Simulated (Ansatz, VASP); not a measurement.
**Pt in two plane-wave programs**

Aim: how closely do two programs agree when they are given the same cell, functional and k mesh? The structure shown is the end of the Ansatz relaxation below.

Method: plane waves, with VASP 6.6.1 beside it; single point at PBEsol, in Ansatz 0.2.0.

## (1) Set-up

It takes space group R-3m (No. 166, trigonal). The conventional cell has a = 2.687 Å, b = 2.687 Å, c = 7.043 Å, α = 90.00°, β = 90.00°, γ = 120.00°. Nearest to Pt lie 12 Pt at 2.69 to 2.81 Å.

## (2) Ansatz: relaxation, PBEsol

Ansatz runs on its PAW soft_1 files.

This run makes the geometry at which the two programs are then compared.

Input file input.yaml:

```yaml
crystal:
  lattice:
    - [2.6872783, 0.0, 0.0]
    - [-1.34363915, 2.3272512748, 0.0]
    - [0.0, 0.0, 6.908190756]
  atoms:
    - { symbol: Pt, position: [0.0, 0.0, 0.0] }
    - { symbol: Pt, position: [0.3333333, 0.6666667, 0.3333333] }
    - { symbol: Pt, position: [0.6666667, 0.3333333, 0.6666667] }
kpoints:
  mp_grid: { grid: [18, 18, 7] }
scf:
  occupations: { method: fermi_dirac, width: 0.05 }
hamiltonian:
  xc: pbesol
  pseudopotentials: { kind: paw, azcp: { folder: soft_1 }, xc_functional: pbe }
basis:
  ecutwfc: 600
output:
  forces: true
  stress: true
relax:
  f_tol: 0.005
  max_steps: 70
  cell: { stress_tol: 0.02, p_target: 0, fix: [a, b, alpha, beta, gamma] }
```

Launch:

```sh
$ ansatz run input.yaml --threads 4 --pin off --max-ram 10240MiB --backend cpu --events-out ev --progress --plain --runs-dir out
```

Numbers of over 12 decimals in the logs are rounded to 6 here.

Output:

```text
Engine: ansatz 0.2.0, aarch64-unknown-linux-gnu
Pseudopotentials: kind: paw
Pseudopotential: Pt, paw, valence charge 18, recommended cutoff 420 eV (normal), soft_1/Pt.paw.azcp
Functional definition: PBEsol
  exchange = pbesol_x
  correlation = pbesol_c
Crystal: 3 atoms, lattice volume = 43.204 Å³
Basis set: ecut = 600 eV, 1467 PW (Γ), exchange–correlation on 48×48×120 points (8 copies of the dense FFT grid, shifted against one another)
Bands: 33, of which v1, the nominal top of the filled ones, is band 27 counted from 1 (26 counted from 0)
Symmetry: 36 space group operations
Space group: R-3m (ITA 166), of the structure as read, at distance tolerance 3.5e-5 Å
k-points: 229 of 2268
Non-local potential: Pt, projectors of the file, l = 0: 3, l = 1: 2, l = 2: 2, l = 3: 1
PAW form: soft (Blöchl's): semilocal exchange-correlation on the pseudo side does not see the compensation charge
PAW frozen core: Pt, regenerated for the run's functional, and the local potential with it (the file was generated under x = pbe(κ = 0.804, μ = 0.219515), c = pbe(β = 0.066725))
PAW one-centre angular grid: Pt, 590 points (default); XC on 64 Gauss nodes
Initial density: superposition of atomic densities (chi_scale 0.1, normalization cell)
Initial wavefunctions: pseudopotential atomic-orbital guess
Functional: x = pbesol(κ = 0.804, μ = 0.123457), c = pbesol(β = 0.046)
SCF iter   1: F=—  HF=-37157.244961 eV  |F-HF|=—  |Δ(HF+E_count)|=         —  Δρ=9.42e-2  dr2=3.48e0  ethr=3.10e-3  ⟨swp⟩=5.5  Hψ=26075  notcnv=0  defer=1
preconditioner: auto → Kerker (q_TF=auto, 2.832 Å⁻¹)  [metal: Δε(μ)=0.002 eV  Ē_g=9.878 eV  σ=0.050 eV  W_gap=0.01  n_scr=12 (ndim 8)  ℏωp=30.9 eV  f_vac=0.000  D(μ)=4.67/eV (n_scr^D=50)]
SCF iter   2: F=—  HF=-37156.354000 eV  |F-HF|=—  |Δ(HF+E_count)|=   8.91e-1  Δρ=4.92e-2  dr2=9.30e-1  ethr=3.10e-3  ⟨swp⟩=2.5  Hψ=13444  notcnv=0  defer=115
SCF iter   3: F=—  HF=-37156.057762 eV  |F-HF|=—  |Δ(HF+E_count)|=   2.96e-1  Δρ=6.63e-3  dr2=8.99e-3  ethr=1.72e-3  ⟨swp⟩=2.0  Hψ=11966  notcnv=0  defer=115
SCF iter   4: F=—  HF=-37156.057420 eV  |F-HF|=—  |Δ(HF+E_count)|=   3.42e-4  Δρ=9.28e-4  dr2=3.39e-4  ethr=1.67e-5  ⟨swp⟩=1.2  Hψ=9843  notcnv=0  defer=115
SCF iter   5: F=—  HF=-37156.057404 eV  |F-HF|=—  |Δ(HF+E_count)|=   1.61e-5  Δρ=2.69e-4  dr2=2.11e-5  ethr=6.29e-7  ⟨swp⟩=2.2  Hψ=11427  notcnv=0  defer=115
SCF iter   6: F=—  HF=-37156.057402 eV  |F-HF|=—  |Δ(HF+E_count)|=   2.00e-6  Δρ=4.29e-5  dr2=5.01e-7  ethr=3.90e-8  ⟨swp⟩=2.8  Hψ=13012  notcnv=0  defer=115
SCF iter   7: F=-37156.057402 eV  HF=-37156.057402 eV  |F-HF|=6.57e-9  |Δ(HF+E_count)|=   3.00e-8  Δρ=8.26e-6  dr2=1.75e-8  ethr=1.85e-10  ⟨swp⟩=4.0  Hψ=24536  notcnv=0
SCF 1 converged in 7 iterations: F = -37156.057402 eV  dr2 = 1.75e-8
  greatest PAW one-centre occupation: 1.000 electrons in one spin orbital (limit 2), on the Pt atom at site 2 (counted from 0), in its partial waves of l = 0
relax step   1: F+E_penalty+E_count = -37156.05740176 eV  Δ(F+E_penalty+E_count) = +0.000e0 eV  max|allowed force component| = 8.303e-28 eV/Å  Δτ_max = 0.0000 Å  P = +14.767 GPa  Ω = 43.204 Å³  fix = [a, b, alpha, beta, gamma]  reactions: a +18.228, b +18.228 GPa  (7 SCF iters, dr2 threshold 1.00e-7 eV, accepted)
[...]
relax step   4: F+E_penalty+E_count = -37156.07728496 eV  Δ(F+E_penalty+E_count) = -9.746e-5 eV  max|allowed force component| = 3.628e-28 eV/Å  Δτ_max = 0.0000 Å  P = +8.925 GPa  Ω = 44.041 Å³  energy of the carried Pulay correction = -6.777e-5 eV  fix = [a, b, alpha, beta, gamma]  reactions: a +13.369, b +13.369 GPa  (6 SCF iters, dr2 threshold 3.00e-7 eV, accepted)
[...]
relax step   5: F+E_penalty+E_count = -37156.07728510 eV  Δ(F+E_penalty+E_count) = -1.437e-7 eV  max|allowed force component| = 3.509e-29 eV/Å  Δτ_max = 0.0000 Å  P = +8.897 GPa  Ω = 44.045 Å³  energy of the carried Pulay correction = -6.812e-5 eV  fix = [a, b, alpha, beta, gamma]  reactions: a +13.346, b +13.346 GPa  (7 SCF iters, dr2 threshold 3.33e-9 eV, accepted)
[...]
relax step   6: F+E_penalty+E_count = -37156.07735419 eV  Δ(F+E_penalty+E_count) = -6.909e-5 eV  max|allowed force component| = 2.578e-29 eV/Å  Δτ_max = 0.0000 Å  P = +8.897 GPa  Ω = 44.045 Å³  fix = [a, b, alpha, beta, gamma]  reactions: a +13.345, b +13.345 GPa  stress off target by 1.86e-4 GPa on what of the cell is left free  SCF on the basis re-selected at this cell (its energy is not comparable with the rows above)  (8 SCF iters)
basis re-selected at this cell: Δ(F+E_penalty+E_count) = -6.909e-5 eV, ΔP = -0.000 GPa vs the last step (what re-selecting the basis moved, of the pressure what is left beyond the Pulay correction that the steps carried, after the strain that the cell walked since its last selection, with what the two solves' SCF thresholds leave and, on support functions, any second-order correction that the steps lacked; it is no m [...]
SCF converged after 8 iterations
Free energy (F): -37156.077354 eV
Harris-Foulkes:  -37156.077354 eV  (|F-HF|=7.28e-12)
Internal energy: -37156.037636 eV  (E = F + TS)
E sigma→0 (E₀):  -37156.057495 eV
Entropy (-TS):   -0.039718 eV (-13.239 meV/atom)
Fermi energy:    24.056979 eV
--- Per-component energies (eV) ---
  E_band       = -358.001320
  E_kinetic    = 1794.368013
  E_local      = -4183.792838  (includes V_loc(G=0)·N_el)
  E_nonlocal   = 621.695307
  E_hartree    = 1592.690272
  E_xc         = -694.781392
  E_vxc        = -815.024884  (∫ρ·V_xc dr)
  E_paw        = -28038.000791  (= ΣΔE_a)
  E_vpaw       = -960.628241  (= ΣTr[D̂ρ^β])
  E_aug_tail   = 0.000781  (compensation charges beyond the density's cutoff)
  E_ewald      = -8249.078080
  E_core_change = 0.861094  (= ΣΔE_core)
  E_smearing   = -0.039718  (= −TS)
  E_closure    = 0.000000  (closes the sum)
  Σ components = -37156.077354   (vs F -37156.077354, Δ=0.00e0)
--- Forces (eV/Å), atoms counted from 1 ---
  atom   1  Pt    -0.00000000     0.00000000    -0.00000000
  atom   2  Pt    -0.00000000    -0.00000000     0.00000000
  atom   3  Pt    -0.00000000     0.00000000     0.00000000
  max |Σ_I F_I| component: 4.90e-29 eV/Å
--- Stress (GPa, compression-positive) ---
       13.345105       0.000000       0.000000
        0.000000      13.345105      -0.000000
        0.000000      -0.000000       0.000186
  P = ⅓ Tr σ = 8.8968 GPa (88.968 kbar)
--- Relaxed structure (5 steps of the walk, 5 accepted, 1 SCFs on fresh bases) ---
  F+E_penalty+E_count = -37156.07735419 eV   max|allowed force component| = 2.578e-29 eV/Å   (the final SCF, on the basis selected at the relaxed cell)
  cell:  # Å, volume = 44.0450 Å³
    - [2.687278, 0, 0]
    - [-1.343639, 2.327251, 0]
    - [0, 0, 7.042718]
  atoms:
    - { symbol: Pt, position: [0, 0, 0] }
    - { symbol: Pt, position: [0.333333, 0.666667, 0.333333] }
    - { symbol: Pt, position: [0.666667, 0.333333, 0.666667] }
```

## (3) VASP: single point, PBEsol

The same cell, functional, mesh and smearing now go to VASP, with its own data sets.

Lines of VASP's logs that name or quote its potential files are left out, and so is its time.

Input file INCAR:

```
SYSTEM = Pt
PREC = Accurate
ENCUT = 500
EDIFF = 1E-06
NELM = 120
ISMEAR = -1
SIGMA = 0.05
LREAL = .FALSE.
ALGO = Normal
GGA = PS
NBANDS = 21
LASPH = .TRUE.
LORBIT = 11
LWAVE = .FALSE.
LCHARG = .FALSE.
ISIF = 2
GGA_COMPAT = .FALSE.
KPAR = 2
```

Input file POSCAR:

```
Pt
1.0
    2.6872783000      0.0000000000      0.0000000000
   -1.3436391500      2.3272512748      0.0000000000
    0.0000000000      0.0000000000      7.0427178801
Pt
3
Direct
    1.0000000000      0.0000000000      0.0000000000
    0.3333333333      0.6666666667      0.3333333333
    0.6666666667      0.3333333333      0.6666666667
```

Input file KPOINTS:

```
Automatic mesh
0
Gamma
18 18 7
0 0 0
```

Potentials, in the order of the species: Pt (PBE family, release 64).

Launch:

```sh
$ mpirun -np 2 vasp_std
```

Output:

```text
[banner, memory and clock lines left out]
running    2 mpi-ranks, on    1 nodes
 distrk:  each k-point on    1 cores,    2 groups
 distr:  one band on    1 cores,    1 groups

 POSCAR found type information on POSCAR Pt
 POSCAR found :  1 types and       3 ions
|                                                                             |
|               ----> ADVICE to this user running VASP <----                  |
|                                                                             |
|     You enforced a specific xc type in the INCAR file but a different       |
|     [... a line on the potential file left out ...]
|     I HOPE YOU KNOW WHAT YOU ARE DOING!                                     |
|                                                                             |

 LDA part: xc-table for (Slater+PW92), standard interpolation
 POSCAR, INCAR and KPOINTS ok, starting setup
 FFT: planning ... GRIDC
 FFT: planning ... GRID_SOFT
 FFT: planning ... GRID
 WAVECAR not read
 entering main loop
       N       E                     dE             d eps       ncg     rms          rms(c)
DAV:   1     0.171926123203E+03    0.17193E+03   -0.15111E+04  9818   0.133E+03
DAV:   2    -0.177347823085E+02   -0.18966E+03   -0.17790E+03 10422   0.297E+02
DAV:   3    -0.221220164958E+02   -0.43872E+01   -0.42989E+01 11149   0.450E+01
DAV:   4    -0.221541146506E+02   -0.32098E-01   -0.32071E-01 10873   0.393E+00
DAV:   5    -0.221544322304E+02   -0.31758E-03   -0.31757E-03 11296   0.423E-01    0.251E+01
DAV:   6    -0.209669154330E+02    0.11875E+01   -0.22048E+00 10688   0.117E+01    0.128E+01
DAV:   7    -0.208247082881E+02    0.14221E+00   -0.55278E-01 11053   0.566E+00    0.334E+00
DAV:   8    -0.208086366436E+02    0.16072E-01   -0.64912E-02 10538   0.200E+00    0.124E+00
DAV:   9    -0.208077155797E+02    0.92106E-03   -0.84504E-04 10988   0.240E-01    0.826E-02
DAV:  10    -0.208077272160E+02   -0.11636E-04   -0.98395E-06 10984   0.198E-02    0.150E-02
DAV:  11    -0.208077302044E+02   -0.29884E-05   -0.18011E-06  7182   0.100E-02    0.671E-03
DAV:  12    -0.208077301649E+02    0.39488E-07   -0.13728E-07  6019   0.317E-03
   1 F= -.20807730E+02 E0= -.20787766E+02  d E =-.399284E-01
```

OUTCAR, selected parts (step 3):

```text
ion  position               nearest neighbor table
   1  0.000  0.000  0.000-   2 2.81   3 2.81   2 2.81   3 2.81   3 2.81   2 2.81
   2  0.333  0.667  0.333-   1 2.81   1 2.81   1 2.81   3 2.81   3 2.81   3 2.81
   3  0.667  0.333  0.667-   1 2.81   1 2.81   1 2.81   2 2.81   2 2.81   2 2.81

  LATTYP: Found a hexagonal cell.
 ALAT       =     2.6872783000
 C/A-ratio  =     2.6207623826

 Subroutine GETGRP returns: Found 12 space group operations
 (whereof 12 operations were pure point group operations)

The static configuration has the point symmetry D_3d.

 Found    229 irreducible k-points:

   k-points           NKPTS =    229   k-points in BZ     NKDIM =    229   number of bands    NBANDS=     21

   dimension x,y,z NGX =    20 NGY =   20 NGZ =   54
   dimension x,y,z NGXF=    40 NGYF=   40 NGZF=  108

   ENCUT  =  500.0 eV  36.75 Ry    6.06 a.u.   4.90  4.90 12.84*2*pi/ulx,y,z

   NELECT =      30.0000    total number of electrons

 k-points in reciprocal lattice and weights: Automatic mesh
   0.00000000  0.00000000  0.00000000       0.000
   0.05555556  0.00000000  0.00000000       0.003
   0.11111111  0.00000000  0.00000000       0.003
   0.16666667  0.00000000  0.00000000       0.003
   0.22222222  0.00000000  0.00000000       0.003
   0.27777778  0.00000000  0.00000000       0.003
   0.33333333  0.00000000  0.00000000       0.003
   0.38888889  0.00000000  0.00000000       0.003
   0.44444444  0.00000000  0.00000000       0.003
[...]
-0.27777778 -0.38888889  0.42857143       0.005
   0.33333333  0.33333333  0.42857143       0.002

 average (electrostatic) potential at core
       1 -62.3924       2 -62.3924       3 -62.3924

 E-fermi :  11.6098

 k-point     1 :       0.0000    0.0000    0.0000
  band No.  band energies     occupation
    ...
     14      10.0227      2.00000
     15      10.9157      2.00000
     16      10.9157      2.00000
     17      10.9157      2.00000
     18      10.9157      2.00000
     19      20.8439      0.00000
     20      20.8439      0.00000
     21      26.0455      0.00000

 k-point     2 :       0.0556    0.0000    0.0000
  band No.  band energies     occupation
    ...
     14      10.0093      2.00000
     15      10.6559      2.00000
     16      10.8498      2.00000
     17      11.1389      1.99984
     18      11.2995      1.99597
     19      20.8980      0.00000
     20      20.9074      0.00000
     21      26.2538      0.00000

 k-point     3 :       0.1111    0.0000    0.0000
  band No.  band energies     occupation
    ...
     13       9.7342      2.00000
     14       9.9830      2.00000
     15      10.3754      2.00000
     16      11.0897      1.99994
     17      11.3162      1.99438
     18      11.8390      0.02020
     19      21.0324      0.00000
     20      21.1062      0.00000
     21      26.8391      0.00000

  Total        3.5881400      3.5881400     -0.1182208      0.0000000      0.0000000      0.0000000
  in kB      130.5220095    130.5220095     -4.3003928      0.0000000      0.0000000      0.0000000
  external PRESSURE =      85.5812087 kB  Pullay stress =       0.0000000 kB

  energy-cutoff  :      500.00
  volume of cell :       44.04
      direct lattice vectors                 reciprocal lattice vectors
     2.687278300  0.000000000  0.000000000     0.372123721  0.214845730  0.000000000
    -1.343639150  2.327251275  0.000000000     0.000000000  0.429691461  0.000000000
     0.000000000  0.000000000  7.042717880     0.000000000  0.000000000  0.141990637

 POSITION                                       TOTAL-FORCE (eV/Angst)
 -----------------------------------------------------------------------------------
      0.00000      0.00000      0.00000         0.000000      0.000000     -0.000000
     -0.00000      1.55150      2.34757        -0.000000      0.000000     -0.000000
      1.34364      0.77575      4.69515        -0.000000     -0.000000      0.000000
 -----------------------------------------------------------------------------------
    total drift:                               -0.000000      0.000000      0.000000

  FREE ENERGIE OF THE ION-ELECTRON SYSTEM (eV)
  ---------------------------------------------------
  free  energy   TOTEN  =       -20.8077301649 eV

  energy  without entropy=      -20.7678017407  energy(sigma->0) =      -20.78776595

 total charge
# of ion       s       p       d       tot
------------------------------------------
    1        0.652   0.654   8.066   9.372
    2        0.652   0.654   8.066   9.372
    3        0.652   0.654   8.066   9.372
--------------------------------------------------
tot          1.956   1.961  24.199  28.116

[... 3 further parts left out ...]
```

The run ends at a pressure of 8.56 GPa.

## (4) Side by side

Known differences besides the potentials themselves: the data sets hold 54 valence electrons in Ansatz (on its PAW soft_1 files) and 30 in VASP; the cutoff is 600 eV in Ansatz and 500 eV in VASP; Ansatz makes its cores anew for this functional, VASP keeps those of its PBE data sets; Ansatz's pressure holds a Pulay correction, VASP's none. Total energies have different zeros and are not compared.

Both answers:

| quantity | Ansatz | VASP | difference |
| --- | --- | --- | --- |
| pressure (GPa) | 8.90 | 8.56 | +0.34 |

## (5) Outcome

| Quantity | Value |
| --- | --- |
| difference in pressure (single point, PBEsol) | 0.34 GPa |

What this shows: The difference in pressure is 0.34 GPa (single point, PBEsol), within the 1 GPa picked in this series as the mark of a large difference. The data sets hold unlike numbers of valence electrons (54 in Ansatz and 30 in VASP), so part of the differences comes from the potentials. How closely two codes agree says nothing of how well the functional describes the real material.

[Lines on the potential files, build, host, timing and source positions are cut from VASP's logs without a mark.]

[Logs are printed without paths, hosts, clocks, repeated set-up lines and the standing remarks that a program may print on its own settings, such as how far it seeks lower states.]

[Hosts, paths, dates, database ids (printed as entryN), source tags and the programs' standing remarks are cut or masked in the printed files.]
